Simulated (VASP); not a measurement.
```
MgTe
1.0
    0.00000     3.21000     3.21000
    3.21000     0.00000     3.21000
    3.21000     3.21000     0.00000
Mg Te
1 1
Direct
  0.00000   0.00000   0.00000
  0.25000   0.25000   0.25000
```

The base run (VASP): PBE GGA, plane waves, VASP's PBE PAW potentials (set 64). Settings: 400 eV cut-off, 7×7×7 Γ-centred mesh, Gaussian smearing of 0.050 eV, potentials Mg Te.

The base run took about 8 core-seconds. Costs are core time on shared hosts, one run each; read them as rough ratios.

Pressures at a finite cut-off, here 400 eV, hold a Pulay part, which wasn't tested here.

```
setting                                                                         cost over the base run  electronic steps  pressure (GPa)
------------------------------------------------------------------------------  ----------------------  ----------------  --------------
GGA = 91                                                                          within a factor of 2                13            1.47
GGA = RE                                                                          within a factor of 2                13            2.43
IVDW = 11                                                                         within a factor of 2                13            0.10
IVDW = 12                                                                         within a factor of 2                13           -0.16
GGA = RP                                                                          within a factor of 2                13            2.70
base run                                                                                     reference                13            1.52
AGGAC = 0.0, GGA = BO, LUSE_VDW = .TRUE., PARAM1 = 0.1833333333, PARAM2 = 0.22                     [?]               [?]             [?]
```

Task: Complete the blanks.

Result: 
- AGGAC = 0.0, GGA = BO, LUSE_VDW = .TRUE., PARAM1 = 0.1833333333, PARAM2 = 0.22, cost over the base run: about 3 times
- AGGAC = 0.0, GGA = BO, LUSE_VDW = .TRUE., PARAM1 = 0.1833333333, PARAM2 = 0.22, electronic steps: 12
- AGGAC = 0.0, GGA = BO, LUSE_VDW = .TRUE., PARAM1 = 0.1833333333, PARAM2 = 0.22, pressure (GPa): 0.98

Left out are runs that failed, have no time on record or changed the cell.

The compound is MgTe in the zinc blende structure, whereas wurtzite is the usual form. The cell was not relaxed at this level.
